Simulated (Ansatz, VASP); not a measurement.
# SbPbS2 in two plane-wave programs

Aim: how closely do two programs agree when they are given the same cell, functional and k mesh? Valence electrons are named where the data sets of a main pair hold unlike numbers.

Method: plane waves, with VASP 6.6.1 beside it; single point at PBEsol, single point at LDA and single point at PBE, in Ansatz 0.2.0.

## Step 1: Starting point

The cell holds 8 atoms: 2 Pb, 4 S and 2 Sb. Its edges and angles: a = 4.293 Å, b = 3.964 Å, c = 23.953 Å, α = 90.0°, β = 90.0°, γ = 90.0°. It derives from SbPbS2. As first built, before any earlier steps moved the atoms (in the runner's words): kind sheets cut from a layered crystal; sheets 2. Vacuum lies along c.

As a file:

```cif
data_structure
_symmetry_space_group_name_H-M 'P 1'
_symmetry_Int_Tables_number 1
_cell_length_a 4.2934
_cell_length_b 3.9640
_cell_length_c 23.9533
_cell_angle_alpha 90.000
_cell_angle_beta 90.000
_cell_angle_gamma 90.000
_cell_volume 407.67
loop_
_atom_site_label
_atom_site_type_symbol
_atom_site_fract_x
_atom_site_fract_y
_atom_site_fract_z
_atom_site_occupancy
Pb1 Pb 0.50000 0.00000 0.68689 1
Pb2 Pb 0.50000 0.50000 0.43748 1
S3 S 0.00000 0.50000 0.66861 1
S4 S 0.50000 0.00000 0.56671 1
S5 S 0.00000 0.00000 0.41920 1
S6 S 0.50000 0.50000 0.31730 1
Sb7 Sb 0.00000 0.50000 0.56252 1
Sb8 Sb 0.00000 0.00000 0.31311 1
```

## Step 2: VASP: single point, PBEsol

With cell and atoms fixed, the geometry can't cause a difference; cores, projectors, grids and the points listed under the comparison can.

Lines of VASP's logs that name or quote its potential files are left out, and so is its time.

File INCAR:

```
SYSTEM = SbPbS2
PREC = Normal
ENCUT = 350
EDIFF = 1E-06
NELM = 120
ISMEAR = 0
SIGMA = 0.05
LREAL = .FALSE.
ALGO = Normal
GGA = PS
NBANDS = 29
LORBIT = 11
LWAVE = .FALSE.
LCHARG = .FALSE.
NCORE = 4
IDIPOL = 3
LDIPOL = .TRUE.
DIPOL = 0.5 0.5 0.496
LVHAR = .TRUE.
LVACPOTAV = .TRUE.
```

File POSCAR:

```
SbPbS2
1.0
    4.2934420000      0.0000000000      0.0000000000
    0.0000000000      3.9640180000      0.0000000000
    0.0000000000      0.0000000000     23.9533495716
Pb S Sb
2 4 2
Direct
    0.5000000000      0.0000000000      0.6868913900
    0.5000000000      0.5000000000      0.4374837240
    0.0000000000      0.5000000000      0.6686088100
    0.5000000000      0.0000000000      0.5667053270
    0.0000000000      0.0000000000      0.4192011440
    0.5000000000      0.5000000000      0.3172976620
    0.0000000000      0.5000000000      0.5625162760
    0.0000000000      0.0000000000      0.3131086100
```

File KPOINTS:

```
Automatic mesh
0
Gamma
3 3 1
0 0 0
```

The projector-augmented-wave data sets are Pb, S and Sb (PBE family, release 64).

Launch:

```sh
> mpirun -np 4 vasp_std
```

Numbers of over 12 decimals in the logs are rounded to 6 here.

Log:

```text
[banner, memory and clock lines left out]
running    4 mpi-ranks, on    1 nodes
 distrk:  each k-point on    4 cores,    1 groups
 distr:  one band on    4 cores,    1 groups

 POSCAR found type information on POSCAR PbS Sb
 POSCAR found :  3 types and       8 ions
|                                                                             |
|               ----> ADVICE to this user running VASP <----                  |
|                                                                             |
|     You enforced a specific xc type in the INCAR file but a different       |
|     [... a line on the potential file left out ...]
|     I HOPE YOU KNOW WHAT YOU ARE DOING!                                     |
|                                                                             |

 LDA part: xc-table for (Slater+PW92), standard interpolation
 POSCAR, INCAR and KPOINTS ok, starting setup
 FFT: planning ... GRIDC
 FFT: planning ... GRID_SOFT
 FFT: planning ... GRID
 WAVECAR not read
 entering main loop
       N       E                     dE             d eps       ncg     rms          rms(c)
DAV:   1     0.241936446392E+03    0.24194E+03   -0.11663E+04   232   0.809E+02
DAV:   2    -0.676741814911E+00   -0.24261E+03   -0.23513E+03   339   0.169E+02
DAV:   3    -0.357788328056E+02   -0.35102E+02   -0.34484E+02   267   0.715E+01
DAV:   4    -0.375290302883E+02   -0.17502E+01   -0.17326E+01   360   0.178E+01
DAV:   5    -0.375714729764E+02   -0.42443E-01   -0.42355E-01   299   0.279E+00    0.166E+01
DAV:   6    -0.362872248253E+02    0.12842E+01   -0.38166E+00   302   0.736E+00    0.995E+00
DAV:   7    -0.412040361130E+02   -0.49168E+01   -0.28249E+01   342   0.203E+01    0.937E+00
DAV:   8    -0.360554184182E+02    0.51486E+01   -0.61333E+01   347   0.160E+01    0.279E+00
DAV:   9    -0.361853120072E+02   -0.12989E+00   -0.30679E+00   315   0.535E+00    0.178E+00
DAV:  10    -0.361741953592E+02    0.11117E-01   -0.28329E-01   312   0.190E+00    0.140E+00
DAV:  11    -0.361624569793E+02    0.11738E-01   -0.55587E-02   315   0.105E+00    0.732E-01
DAV:  12    -0.361602692977E+02    0.21877E-02   -0.16739E-02   331   0.650E-01    0.243E-01
DAV:  13    -0.361597628887E+02    0.50641E-03   -0.66624E-03   299   0.366E-01    0.184E-01
DAV:  14    -0.361597439208E+02    0.18968E-04   -0.12555E-03   315   0.144E-01    0.145E-01
[...]
DAV:  23    -0.361600486533E+02   -0.44439E-04   -0.35569E-06   246   0.677E-03    0.594E-03
DAV:  24    -0.361600802126E+02   -0.31559E-04   -0.20883E-06   256   0.481E-03    0.326E-03
DAV:  25    -0.361600949469E+02   -0.14734E-04   -0.48642E-07   222   0.240E-03    0.197E-03
DAV:  26    -0.361601021032E+02   -0.71563E-05   -0.12941E-07   200   0.137E-03    0.149E-03
DAV:  27    -0.361601137648E+02   -0.11662E-04   -0.46259E-07   209   0.149E-03    0.109E-03
DAV:  28    -0.361601164418E+02   -0.26771E-05   -0.86350E-08   190   0.946E-04    0.560E-04
DAV:  29    -0.361601178032E+02   -0.13614E-05   -0.78490E-08   188   0.853E-04    0.317E-04
DAV:  30    -0.361601181359E+02   -0.33267E-06   -0.19941E-08   162   0.505E-04
|                                                                             |
|           W    W    AA    RRRRR   N    N  II  N    N   GGGG   !!!           |
|           W    W   A  A   R    R  NN   N  II  NN   N  G    G  !!!           |
|           W    W  A    A  R    R  N N  N  II  N N  N  G       !!!           |
|           W WW W  AAAAAA  RRRRR   N  N N  II  N  N N  G  GGG   !            |
|           WW  WW  A    A  R   R   N   NN  II  N   NN  G    G                |
|           W    W  A    A  R    R  N    N  II  N    N   GGGG   !!!           |
|                                                                             |
|     Did not find any points to average over, which means that no vacuum     |
|     field-free region was found. Please increase the size of  your cell     |
|     in the dimension of the dipole correction to obtain accurate            |
|     workfunction values.                                                    |
|                                                                             |

   1 F= -.36160118E+02 E0= -.36153457E+02  d E =-.133227E-01
```

OUTCAR, selected parts (step 2):

```text
ion  position               nearest neighbor table
   1  0.500  0.000  0.687-   4 2.88   3 2.95   3 2.95   3 2.95   3 2.95
   2  0.500  0.500  0.437-   6 2.88   5 2.95   5 2.95   5 2.95   5 2.95   7 3.68   7 3.68
   3  0.000  0.500  0.669-   7 2.54   1 2.95   1 2.95   1 2.95   1 2.95
   4  0.500  0.000  0.567-   1 2.88   7 2.92   7 2.92   7 2.92   7 2.92
   5  0.000  0.000  0.419-   8 2.54   2 2.95   2 2.95   2 2.95   2 2.95
   6  0.500  0.500  0.317-   2 2.88   8 2.92   8 2.92   8 2.92   8 2.92
   7  0.000  0.500  0.563-   3 2.54   4 2.92   4 2.92   4 2.92   4 2.92   2 3.68   2 3.68
   8  0.000  0.000  0.313-   5 2.54   6 2.92   6 2.92   6 2.92   6 2.92

  LATTYP: Found a simple orthorhombic cell.
 ALAT       =     3.9640180000
 B/A-ratio  =     1.0831035581
 C/A-ratio  =     6.0426944508

 Subroutine GETGRP returns: Found  4 space group operations
 (whereof  4 operations were pure point group operations)

The static configuration has the point symmetry C_2v.

 Found      4 irreducible k-points:

   k-points           NKPTS =      4   k-points in BZ     NKDIM =      4   number of bands    NBANDS=     29

   dimension x,y,z NGX =    20 NGY =   18 NGZ =  112
   dimension x,y,z NGXF=    40 NGYF=   36 NGZF=  224

   ENCUT  =  350.0 eV  25.72 Ry    5.07 a.u.   6.55  6.05 36.54*2*pi/ulx,y,z

   NELECT =      42.0000    total number of electrons

 k-points in reciprocal lattice and weights: Automatic mesh
   0.00000000  0.00000000  0.00000000       0.111
   0.33333333  0.00000000  0.00000000       0.222
   0.00000000  0.33333333  0.00000000       0.222
   0.33333333  0.33333333  0.00000000       0.444

 dipolmoment           0.000000      0.000000     -0.067921 electrons x Angstroem

 average (electrostatic) potential at core
       1 -46.9312       2 -46.6557       3 -91.0878       4 -91.0228       5 -91.0014
       6 -90.9068       7 -92.2719       8 -92.4779

 E-fermi :   1.2875

 k-point     1 :       0.0000    0.0000    0.0000
  band No.  band energies     occupation
    ...
     17      -1.7003      2.00000
     18      -1.4796      2.00000
     19      -0.8128      2.00000
     20      -0.5633      2.00000
     21       0.5880      2.00000
     22       2.1712      0.00000
     23       3.6335      0.00000
     24       3.7532      0.00000
     25       3.8423      0.00000
     26       3.9479      0.00000
    ...

 k-point     2 :       0.3333    0.0000    0.0000
  band No.  band energies     occupation
    ...
     17      -1.1422      2.00000
     18      -1.1124      2.00000
     19      -0.5921      2.00000
     20      -0.4071      2.00000
     21       1.0188      2.00000
     22       1.4549      0.00000
     23       1.7191      0.00000
     24       1.8870      0.00000
     25       2.0060      0.00000
     26       2.5691      0.00000
    ...

 k-point     3 :       0.0000    0.3333    0.0000
  band No.  band energies     occupation
    ...
     19      -0.8334      2.00000
     20      -0.6082      2.00000
     21       0.8077      2.00000
     22       0.9950      2.00000
     23       1.2712      1.35504
     24       1.4545      0.00000
     25       1.5158      0.00000
     26       2.1754      0.00000
     27       2.5027      0.00000
     28       2.7841      0.00000
    ...

  Total       -3.3328353     -4.1224095     -5.5363174      0.0000000      0.0000000      0.0000000
  in kB      -13.0983612    -16.2014634    -21.7582566      0.0000000      0.0000000      0.0000000
  external PRESSURE =     -17.0193604 kB  Pullay stress =       0.0000000 kB

  energy-cutoff  :      350.00
  volume of cell :      407.67
      direct lattice vectors                 reciprocal lattice vectors
     4.293442000  0.000000000  0.000000000     0.232913359  0.000000000  0.000000000
     0.000000000  3.964018000  0.000000000     0.000000000  0.252269288  0.000000000
     0.000000000  0.000000000 23.953349572     0.000000000  0.000000000  0.041747815

 POSITION                                       TOTAL-FORCE (eV/Angst)
 -----------------------------------------------------------------------------------
      2.14672      0.00000     16.45335         0.000000      0.000000     -0.617212
      2.14672      1.98201     10.47920         0.000000      0.000000     -0.000777
      0.00000      1.98201     16.01542         0.000000      0.000000     -0.090296
      2.14672      0.00000     13.57449         0.000000      0.000000      0.597629
      0.00000      0.00000     10.04127         0.000000      0.000000     -0.543111
      2.14672      1.98201      7.60034         0.000000      0.000000      0.312854
      0.00000      1.98201     13.47415         0.000000      0.000000     -0.251238
      0.00000      0.00000      7.50000         0.000000      0.000000      0.592150
 -----------------------------------------------------------------------------------
    total drift:                                0.000000      0.000000     -0.000768

  FREE ENERGIE OF THE ION-ELECTRON SYSTEM (eV)
  ---------------------------------------------------
  free  energy   TOTEN  =       -36.1601181359 eV

  energy  without entropy=      -36.1467953941  energy(sigma->0) =      -36.15345676

 vacuum level on the upper side and lower side of the slab         4.279         5.001

 total charge
# of ion       s       p       d       tot
------------------------------------------
    1        1.770   1.048   0.106   2.924
    2        1.777   1.031   0.118   2.926
    3        1.366   2.290   0.000   3.656
    4        1.380   2.208   0.000   3.588
    5        1.371   2.278   0.000   3.649
    6        1.377   2.223   0.000   3.600
    7        1.262   0.960   0.046   2.269
    8        1.276   0.934   0.043   2.253
--------------------------------------------------
tot         11.579  12.972   0.314  24.865

[... 1 further part left out ...]
```

The PAW data sets were made with PBE, which is usual practice but a small mismatch for other functionals. The data set Pb keeps the semicore shell frozen, which is cheaper and a little less accurate.

(Continued in part 2 of 3.)

[Lines on the potential files, build, host, timing and source positions are cut from VASP's logs without a mark.]

[Logs are printed without paths, hosts, clocks, repeated set-up lines and the standing remarks that a program may print on its own settings, such as how far it seeks lower states.]

[Hosts, paths, dates, database ids (printed as entryN), source tags and the programs' standing remarks are cut or masked in the printed files.]
